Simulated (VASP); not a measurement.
# Pb (Lead): how cutoff and mesh change the relaxed cell

Aim: test the relaxed volume of Pb (Lead) against cutoff and mesh. The starting structure is a measured crystal structure from the Crystallography Open Database.

Calculated with VASP 6.6.1; Kohn-Sham DFT with plane waves and PAW; PBEsol.

## (1) Set-up

It takes space group Fm-3m (No. 225, cubic). The conventional cell has a = 4.950 Å, b = 4.950 Å, c = 4.950 Å, α = 90.00°, β = 90.00°, γ = 90.00°. Nearest to Pb lie 12 Pb at 3.50 Å.

Coordinates:

```xyz
1
Lattice="0.0000 2.4752 2.4752 2.4752 0.0000 2.4752 2.4752 2.4752 0.0000" Properties=species:S:1:pos:R:3 pbc="T T T"
Pb    0.0000    0.0000    0.0000
```

## (2) Reference relaxation

INCAR reads:

```
SYSTEM = Pb
PREC = Accurate
ENCUT = 450
EDIFF = 1E-06
NELM = 100
ISMEAR = 1
SIGMA = 0.1
LREAL = .FALSE.
ALGO = Normal
GGA = PS
NBANDS = 13
LORBIT = 11
LWAVE = .FALSE.
LCHARG = .FALSE.
KPAR = 2
IBRION = 2
NSW = 50
ISIF = 3
EDIFFG = -0.01
```

POSCAR reads:

```
Pb
1.0
    0.0000000000      2.4752500000      2.4752500000
    2.4752500000      0.0000000000      2.4752500000
    2.4752500000      2.4752500000      0.0000000000
Pb
1
Direct
    0.0000000000      0.0000000000      0.0000000000
```

KPOINTS reads:

```
Automatic mesh
0
Gamma
10 10 10
0 0 0
```

Potentials, in the order of the species: Pb_d (PBE family, release 64).

Started as:

```console
mpirun -np 2 vasp_std
```

The program printed:

```text
[banner, memory and clock lines left out]
running    2 mpi-ranks, on    1 nodes
 distrk:  each k-point on    1 cores,    2 groups
 distr:  one band on    1 cores,    1 groups

 POSCAR found type information on POSCAR Pb
 POSCAR found :  1 types and       1 ions
|                                                                             |
|               ----> ADVICE to this user running VASP <----                  |
|                                                                             |
|     You enforced a specific xc type in the INCAR file but a different       |
|     [... a line on the potential file left out ...]
|     I HOPE YOU KNOW WHAT YOU ARE DOING!                                     |
|                                                                             |

 LDA part: xc-table for (Slater+PW92), standard interpolation
 POSCAR, INCAR and KPOINTS ok, starting setup
 FFT: planning ... GRIDC
 FFT: planning ... GRID_SOFT
 FFT: planning ... GRID
 WAVECAR not read
 entering main loop
       N       E                     dE             d eps       ncg     rms          rms(c)
DAV:   1     0.972672478284E+02    0.97267E+02   -0.66429E+03  1263   0.114E+03
DAV:   2     0.702180914169E+00   -0.96565E+02   -0.93111E+02  1292   0.285E+02
DAV:   3    -0.390718324098E+01   -0.46094E+01   -0.45976E+01  1531   0.683E+01
DAV:   4    -0.401007656490E+01   -0.10289E+00   -0.10287E+00  1508   0.109E+01
DAV:   5    -0.401470350447E+01   -0.46269E-02   -0.46268E-02  1755   0.216E+00    0.586E-01
DAV:   6    -0.400062048812E+01    0.14083E-01   -0.18315E-02  1562   0.243E+00    0.278E-01
DAV:   7    -0.399723348678E+01    0.33870E-02   -0.73874E-03  1602   0.141E+00    0.946E-02
DAV:   8    -0.399702359190E+01    0.20989E-03   -0.41556E-04  1854   0.340E-01    0.937E-03
DAV:   9    -0.399702256781E+01    0.10241E-05   -0.68434E-06  1596   0.467E-02    0.440E-03
DAV:  10    -0.399702242132E+01    0.14649E-06   -0.56293E-07  1011   0.109E-02
   1 F= -.39970224E+01 E0= -.39965829E+01  d E =-.399702E+01
 curvature:   0.00 expect dE= 0.000E+00 dE for cont linesearch  0.000E+00
 trial: gam= 0.00000 g(F)=  0.117E-63 g(S)=  0.326E-02 ort = 0.000E+00 (trialstep = 0.100E+01)
 search vector abs. value=  0.326E-02
 bond charge predicted
       N       E                     dE             d eps       ncg     rms          rms(c)
DAV:   1    -0.407949676858E+01   -0.82474E-01   -0.21228E+00  1557   0.286E+01    0.149E+00
DAV:   2    -0.400801904989E+01    0.71478E-01   -0.12532E-01  1462   0.735E+00    0.520E-01
DAV:   3    -0.399814399437E+01    0.98751E-02   -0.35062E-02  1706   0.364E+00    0.414E-02
DAV:   4    -0.399817287679E+01   -0.28882E-04   -0.59278E-04  1412   0.241E-01    0.235E-02
DAV:   5    -0.399822794906E+01   -0.55072E-04   -0.20714E-04  1487   0.109E-01    0.114E-02
DAV:   6    -0.399822324833E+01    0.47007E-05   -0.10069E-05  1527   0.479E-02    0.160E-03
DAV:   7    -0.399822253103E+01    0.71730E-06   -0.61859E-07  1292   0.659E-03
   2 F= -.39982225E+01 E0= -.39978819E+01  d E =-.120011E-02
 trial-energy change:   -0.001200  1 .order   -0.001153   -0.003262    0.000956
 step:   0.7847(harm=  0.7733)  dis= 0.00000  next Energy=    -3.998325 (dE=-0.130E-02)
 bond charge predicted
       N       E                     dE             d eps       ncg     rms          rms(c)
DAV:   1    -0.400206056253E+01   -0.38373E-02   -0.10100E-01  1542   0.644E+00    0.319E-01
DAV:   2    -0.399878763532E+01    0.32729E-02   -0.58810E-03  1472   0.156E+00    0.112E-01
DAV:   3    -0.399832036651E+01    0.46727E-03   -0.16853E-03  1689   0.788E-01    0.916E-03
DAV:   4    -0.399831870598E+01    0.16605E-05   -0.28711E-05  1432   0.545E-02    0.513E-03
DAV:   5    -0.399831751478E+01    0.11912E-05   -0.10148E-05  1442   0.256E-02    0.269E-03
DAV:   6    -0.399831744208E+01    0.72696E-07   -0.57932E-07   931   0.133E-02
   3 F= -.39983174E+01 E0= -.39979638E+01  d E =-.129502E-02
 curvature:  -0.39 expect dE=-0.147E-07 dE for cont linesearch -0.147E-07
 trial: gam= 0.00000 g(F)=  0.123E-61 g(S)=  0.382E-07 ort =-0.112E-04 (trialstep = 0.957E+00)
 search vector abs. value=  0.383E-07
 reached required accuracy - stopping structural energy minimisation
```

It took 8.2 s on 2 MPI ranks of Intel Xeon Platinum 8488C (Sapphire Rapids), shared host; peak memory 0.27 GiB; 12 s of CPU time.

The logs omit lines about the potential files and the build; timing stands in the text.

OUTCAR, selected parts (step 2):

```text
ion  position               nearest neighbor table
   1  0.000  0.000  0.000-

  LATTYP: Found a face centered cubic cell.
 ALAT       =     4.9505000000

 Subroutine GETGRP returns: Found 48 space group operations
 (whereof 48 operations were pure point group operations)

The static configuration has the point symmetry O_h .

 Found     47 irreducible k-points:

   k-points           NKPTS =     47   k-points in BZ     NKDIM =     47   number of bands    NBANDS=     13

   dimension x,y,z NGX =    24 NGY =   24 NGZ =   24
   dimension x,y,z NGXF=    48 NGYF=   48 NGZF=   48

   ENCUT  =  450.0 eV  33.07 Ry    5.75 a.u.   6.05  6.05  6.05*2*pi/ulx,y,z

   NELECT =      14.0000    total number of electrons

 k-points in reciprocal lattice and weights: Automatic mesh
   0.00000000  0.00000000  0.00000000       0.001
   0.10000000  0.00000000  0.00000000       0.008
   0.20000000  0.00000000  0.00000000       0.008
   0.30000000  0.00000000  0.00000000       0.008
   0.40000000  0.00000000  0.00000000       0.008
   0.50000000  0.00000000  0.00000000       0.004
   0.10000000  0.10000000  0.00000000       0.006
   0.20000000  0.10000000  0.00000000       0.024
   0.30000000  0.10000000  0.00000000       0.024
[...]
-0.30000000  0.40000000  0.20000000       0.024
  -0.30000000  0.50000000  0.20000000       0.012

 average (electrostatic) potential at core
       1 -89.9091

 E-fermi :   7.3504

 k-point     1 :       0.0000    0.0000    0.0000
  band No.  band energies     occupation
    ...
      2      -9.7178      2.00000
      3      -9.7178      2.00000
      4      -9.5688      2.00000
      5      -9.5688      2.00000
      6      -4.5963      2.00000
      7      14.8322      0.00000
      8      14.8322      0.00000
      9      14.8322      0.00000
     10      17.0636      0.00000
     11      18.8201      0.00000
    ...

 k-point     2 :       0.1000    0.0000    0.0000
  band No.  band energies     occupation
    ...
      2      -9.7033      2.00000
      3      -9.7033      2.00000
      4      -9.5693      2.00000
      5      -9.5693      2.00000
      6      -4.4001      2.00000
      7      12.7691      0.00000
      8      14.5947      0.00000
      9      14.5947      0.00000
     10      16.7381      0.00000
     11      19.6348      0.00000
    ...

 k-point     3 :       0.2000    0.0000    0.0000
  band No.  band energies     occupation
    ...
      2      -9.6813      2.00000
      3      -9.6813      2.00000
      4      -9.5539      2.00000
      5      -9.5539      2.00000
      6      -3.8112      2.00000
      7       9.5903      0.00000
      8      14.0624      0.00000
      9      14.0624      0.00000
     10      16.4245      0.00000
     11      19.5220      0.00000
    ...

  Total        0.0005139      0.0005139      0.0005139      0.0000000      0.0000000     -0.0000000
  in kB        0.0276139      0.0276139      0.0276139      0.0000000      0.0000000     -0.0000000
  external PRESSURE =       0.0276139 kB  Pullay stress =       0.0000000 kB

  energy-cutoff  :      450.00
  volume of cell :       29.82
      direct lattice vectors                 reciprocal lattice vectors
     0.000000000  2.461183089  2.461183089    -0.203154329  0.203154329  0.203154329
     2.461183089  0.000000000  2.461183089     0.203154329 -0.203154329  0.203154329
     2.461183089  2.461183089 -0.000000000     0.203154329  0.203154329 -0.203154329

 POSITION                                       TOTAL-FORCE (eV/Angst)
 -----------------------------------------------------------------------------------
      0.00000      0.00000      0.00000        -0.000000      0.000000     -0.000000
 -----------------------------------------------------------------------------------
    total drift:                               -0.000000      0.000000      0.000000

  FREE ENERGIE OF THE ION-ELECTRON SYSTEM (eV)
  ---------------------------------------------------
  free  energy   TOTEN  =        -3.9983174421 eV

  energy  without entropy=       -3.9972564322  energy(sigma->0) =       -3.99796377

 reached required accuracy - stopping structural energy minimisation

 total charge
# of ion       s       p       d       tot
------------------------------------------
    1        1.388   0.751   9.809  11.948

[... 3 further parts left out ...]
```

CONTCAR:

```
Pb
   1.00000000000000
     0.0000000000000000    2.4611830889438360    2.4611830889438360
     2.4611830889438360    0.0000000000000000    2.4611830889438360
     2.4611830889438360    2.4611830889438360   -0.0000000000000000
  Pb
     1
Direct
     0.0000000000000000    0.0000000000000000    0.0000000000000000
```

The run shows no gap at this level; if that holds and bands cross the Fermi level widely, this k-mesh is coarse for it. The PAW data sets were made with PBE, which is usual practice but a small mismatch for other functionals. The run keeps the 48 symmetry operations of its start, so it cannot find a distortion of lower symmetry.

The reference relaxation ends at 29.817 Å³ an atom.

## (3) Relaxation with a cutoff of 240 eV

Against step 2 the input has ENCUT = 240.

INCAR: that of step 2 with these lines changed.

```diff
@@ -2,3 +2,3 @@
 PREC = Accurate
-ENCUT = 450
+ENCUT = 240
 EDIFF = 1E-06
```

POSCAR is that of step 2.

KPOINTS is that of step 2.

Started as:

```console
mpirun -np 2 vasp_std
```

The program printed:

```text
[banner, memory and clock lines left out]
running    2 mpi-ranks, on    1 nodes
[...]
[... a notice as in an earlier step ...]

 LDA part: xc-table for (Slater+PW92), standard interpolation
 POSCAR, INCAR and KPOINTS ok, starting setup
[...]
entering main loop
       N       E                     dE             d eps       ncg     rms          rms(c)
DAV:   1     0.784227261617E+02    0.78423E+02   -0.48753E+03  1324   0.681E+02
DAV:   2    -0.133166996815E+01   -0.79754E+02   -0.77658E+02  1292   0.229E+02
DAV:   3    -0.397641054785E+01   -0.26447E+01   -0.26414E+01  1532   0.466E+01
DAV:   4    -0.401530902046E+01   -0.38898E-01   -0.38893E-01  1459   0.598E+00
DAV:   5    -0.401657759603E+01   -0.12686E-02   -0.12685E-02  1562   0.984E-01    0.582E-01
DAV:   6    -0.400336851666E+01    0.13209E-01   -0.13781E-02  1532   0.183E+00    0.298E-01
DAV:   7    -0.399942459479E+01    0.39439E-02   -0.66755E-03  1577   0.116E+00    0.938E-02
DAV:   8    -0.399916431466E+01    0.26028E-03   -0.34429E-04  1542   0.291E-01    0.825E-03
[...]
DAV:   6    -0.400143711347E+01    0.16466E-04   -0.24541E-05  1412   0.316E-02    0.181E-03
DAV:   7    -0.400143715414E+01   -0.40673E-07   -0.91989E-07  1392   0.947E-03
   2 F= -.40014372E+01 E0= -.40010783E+01  d E =-.227319E-02
 trial-energy change:   -0.002273  1 .order   -0.001965   -0.013376    0.009446
 step:   0.6055(harm=  0.5861)  dis= 0.00000  next Energy=    -4.003282 (dE=-0.412E-02)
[...]
N       E                     dE             d eps       ncg     rms          rms(c)
DAV:   1    -0.405502657112E+01   -0.53589E-01   -0.13736E+00  1522   0.215E+01    0.117E+00
DAV:   2    -0.400996920024E+01    0.45057E-01   -0.73053E-02  1447   0.481E+00    0.417E-01
DAV:   3    -0.400330533803E+01    0.66639E-02   -0.21992E-02  1527   0.255E+00    0.332E-02
DAV:   4    -0.400328877108E+01    0.16567E-04   -0.34372E-04  1467   0.156E-01    0.158E-02
DAV:   5    -0.400330280089E+01   -0.14030E-04   -0.86384E-05  1430   0.750E-02    0.851E-03
DAV:   6    -0.400330090338E+01    0.18975E-05   -0.43674E-06  1452   0.235E-02    0.582E-04
DAV:   7    -0.400330105532E+01   -0.15195E-06   -0.70305E-08   866   0.273E-03
   3 F= -.40033011E+01 E0= -.40029658E+01  d E =-.413709E-02
[...]
reached required accuracy - stopping structural energy minimisation
```

The job ended after 6.6 s (2 MPI ranks; peak memory 0.22 GiB).

From OUTCAR (step 3):

```text
  Total        0.0009199      0.0009199      0.0009199      0.0000000      0.0000000      0.0000000
  in kB        0.0499083      0.0499083      0.0499083      0.0000000      0.0000000      0.0000000
  external PRESSURE =       0.0499083 kB  Pullay stress =       0.0000000 kB

 POSITION                                       TOTAL-FORCE (eV/Angst)
 -----------------------------------------------------------------------------------
     -0.00000      0.00000      0.00000        -0.000000      0.000000      0.000000
 -----------------------------------------------------------------------------------
    total drift:                               -0.000000     -0.000000      0.000000

  FREE ENERGIE OF THE ION-ELECTRON SYSTEM (eV)
  ---------------------------------------------------
  free  energy   TOTEN  =        -4.0033010553 eV

  energy  without entropy=       -4.0022953494  energy(sigma->0) =       -4.00296582

[... 2 parts as in an earlier step ...]

[... 2 further parts left out ...]
[key lines of the parts left out:]
E-fermi :   7.4626
```

With a cutoff of 240 eV the cell ends at 29.530 Å³ an atom, -0.96 % from the reference.

## (4) Relaxation with a 5×5×5 mesh

Against step 2 the input has a 5×5×5 mesh.

INCAR: that of step 3 with these lines changed.

```diff
@@ -2,3 +2,3 @@
 PREC = Accurate
-ENCUT = 240
+ENCUT = 450
 EDIFF = 1E-06
```

POSCAR is that of step 3.

KPOINTS reads:

```
Automatic mesh
0
Gamma
5 5 5
0 0 0
```

Started as:

```console
mpirun -np 2 vasp_std
```

The program printed:

```text
[... set-up lines as in an earlier step ...]
 entering main loop
       N       E                     dE             d eps       ncg     rms          rms(c)
DAV:   1     0.100856158435E+03    0.10086E+03   -0.63432E+03   260   0.114E+03
DAV:   2     0.552275510277E+00   -0.10030E+03   -0.97755E+02   260   0.285E+02
DAV:   3    -0.388676869110E+01   -0.44390E+01   -0.44315E+01   338   0.675E+01
DAV:   4    -0.397755213265E+01   -0.90783E-01   -0.90754E-01   323   0.105E+01
[...]
DAV:   8    -0.396287945099E+01    0.21417E-03   -0.44711E-04   394   0.356E-01    0.102E-02
DAV:   9    -0.396287769340E+01    0.17576E-05   -0.97046E-06   333   0.573E-02    0.451E-03
DAV:  10    -0.396287770251E+01   -0.91165E-08   -0.69205E-07   205   0.130E-02
   1 F= -.39628777E+01 E0= -.39611935E+01  d E =-.396288E+01
[...]
N       E                     dE             d eps       ncg     rms          rms(c)
DAV:   1    -0.409347506569E+01   -0.13060E+00   -0.33746E+00   340   0.358E+01    0.188E+00
[...]
DAV:   6    -0.396459991695E+01    0.55684E-05   -0.14040E-05   305   0.553E-02    0.210E-03
DAV:   7    -0.396459889985E+01    0.10171E-05   -0.11403E-06   310   0.729E-03    0.703E-04
DAV:   8    -0.396459887522E+01    0.24622E-07   -0.40558E-08   180   0.255E-03
   2 F= -.39645989E+01 E0= -.39629136E+01  d E =-.172117E-02
 trial-energy change:   -0.001721  1 .order   -0.001696   -0.005159    0.001766
 step:   0.7490(harm=  0.7450)  dis= 0.00000  next Energy=    -3.964820 (dE=-0.194E-02)
[...]
N       E                     dE             d eps       ncg     rms          rms(c)
DAV:   1    -0.397286769922E+01   -0.82688E-02   -0.21978E-01   330   0.949E+00    0.468E-01
DAV:   2    -0.396583206446E+01    0.70356E-02   -0.12808E-02   315   0.229E+00    0.165E-01
DAV:   3    -0.396482105139E+01    0.10110E-02   -0.36666E-03   351   0.116E+00    0.135E-02
DAV:   4    -0.396481843247E+01    0.26189E-05   -0.62411E-05   290   0.799E-02    0.751E-03
DAV:   5    -0.396481735396E+01    0.10785E-05   -0.22279E-05   305   0.373E-02    0.389E-03
DAV:   6    -0.396481709619E+01    0.25777E-06   -0.13749E-06   292   0.190E-02
   3 F= -.39648171E+01 E0= -.39631320E+01  d E =-.193939E-02
[...]
reached required accuracy - stopping structural energy minimisation
```

It took 5.6 s on 2 MPI ranks; peak memory 0.26 GiB.

From OUTCAR (step 4):

```text
  Total        0.0008205      0.0008205      0.0008205     -0.0000000     -0.0000000     -0.0000000
  in kB        0.0442426      0.0442426      0.0442426     -0.0000000     -0.0000000     -0.0000000
  external PRESSURE =       0.0442426 kB  Pullay stress =       0.0000000 kB

 POSITION                                       TOTAL-FORCE (eV/Angst)
 -----------------------------------------------------------------------------------
      0.00000     -0.00000      0.00000         0.000000      0.000000     -0.000000
 -----------------------------------------------------------------------------------
    total drift:                               -0.000000      0.000000     -0.000000

  FREE ENERGIE OF THE ION-ELECTRON SYSTEM (eV)
  ---------------------------------------------------
  free  energy   TOTEN  =        -3.9648170962 eV

  energy  without entropy=       -3.9597618224  energy(sigma->0) =       -3.96313200

[... 1 part as in an earlier step ...]

[... 3 further parts left out ...]
[key lines of the parts left out:]
E-fermi :   6.9979
```

With a 5×5×5 mesh the cell ends at 29.714 Å³ an atom, -0.34 % from the reference.

[end of part 1 of 2]

[Lines on the potential files, build, host, timing and source positions are cut from VASP's logs without a mark.]

[Logs are printed without paths, hosts, clocks, repeated set-up lines and the standing remarks that a program may print on its own settings, such as how far it seeks lower states.]

[Hosts, paths, dates, database ids (printed as entryN), source tags and the programs' standing remarks are cut or masked in the printed files.]
